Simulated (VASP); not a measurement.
OSZICAR of a VASP run on Al$_{35}$N$_{35}$O:

### OSZICAR
```
       N       E                     dE             d eps       ncg     rms          rms(c)
DAV:   1    -0.528030693824E+03   -0.52803E+03   -0.47567E-06   720   0.496E-03    0.159E-03
RMM:   2    -0.528030693783E+03    0.41184E-07   -0.67258E-07   468   0.208E-03    0.114E-03
RMM:   3    -0.528030693766E+03    0.16849E-07   -0.16188E-07   528   0.893E-04    0.736E-04
RMM:   4    -0.528030693763E+03    0.28886E-08   -0.32185E-08   290   0.528E-04
   1 F= -.52803069E+03 E0= -.52803069E+03  d E =-.123995E-11  mag=     1.0000
```

Question: Which electronic solver shows in the log?

Answer: It is blocked Davidson (ALGO = Normal, or the opening steps of other solvers) and then RMM-DIIS (ALGO = Fast or VeryFast). The INCAR had ALGO = Fast.

Question: How was spin treated?

Answer: Collinear spin (ISPIN = 2): the summary line carries one mag value, 1.00 μB in the cell.

Question: Can the final energy be trusted as converged?

Answer: The calculation finished and met its thresholds. It stopped with EDIFF = 1E-6, NELM = 100 (PBE GGA, plane waves, VASP's PBE PAW potentials (set 64)).  The cell is charged, with a uniform compensating background.  The supercell is sampled at Γ alone, which is coarse: total energies, pressure and levels can be off, energies of defects by several tenths of an eV.

The cell is a supercell with a defect, built from AlN (wurtzite): O_N-vac_Al, charge +1. The total moment is imposed (NUPDOWN), so this need not be the lowest spin state.
